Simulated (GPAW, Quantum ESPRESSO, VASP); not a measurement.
## One structure in several programs: C (R-3m, 4 atoms in the cell)

Self-consistent single point.

```
CELL_PARAMETERS angstrom
      1.23319     0.71198     8.28262
     -1.23319     0.71198     8.28262
      0.00000    -1.42396     8.28262
ATOMIC_POSITIONS crystal
  C  0.91283 0.91283 0.91283
  C  0.08717 0.08717 0.08717
  C  0.24615 0.24615 0.24615
  C  0.75385 0.75385 0.75385
```

All programs got the same cell, k-point mesh and kind of occupations (in VASP's words: KPOINTS grid = 8 8 8; KPOINTS shift = 0 0 0; ISMEAR = -1; SIGMA = 0.1 eV); potentials, basis and cutoffs are each program's usual ones.

```tsv
code	model	pressure (GPa)	largest force (eV/Å)	cutoff
VASP	LDA (PZ), VASP's LDA PAW potentials (set 64)	-7.10	0.005	400 eV
Quantum ESPRESSO	LDA (PZ), PSlibrary ultrasoft (LDA, semicore) pseudopotentials	-5.45	0.005	45 Ry
GPAW	LDA (Perdew-Wang 92), GPAW PAW datasets LDA (gpaw-data 1.0.1)	–	0.005	900 eV
```

A dash marks a value that a program does not give, or that is left out as unsure.

The spread over the programs that give each value: pressure within 1.65 GPa; largest force within 0.000 eV/Å.

The starting cell comes from a database of computed structures (which also holds hypothetical and non-ambient phases and stackings), without a prior relaxation at this level. On VASP's run: In the base run, with a pressure of about -7 GPa the cell is away from its equilibrium volume at this level.

Task: Why do the programs differ, and what cannot be compared?

Result: Differences of this kind can come from the potentials, where these differ, and from what each basis and cutoff leave unconverged. The zero of total energies and Fermi levels follows the potentials and each program's conventions, so they are not compared here. The pressure of GPAW is left out: its cutoff lies under the one at which its stress was checked.

This mesh misses zone-boundary points where a band edge of such crystals can lie, so no gaps are given.

VASP's run is marked for a possible Pulay error in its stress at this cutoff; no cutoff test was made.

Left out of this page: Ansatz, ABINIT, CP2K, FLEUR and SIESTA (not drawn, or without a comparable value).
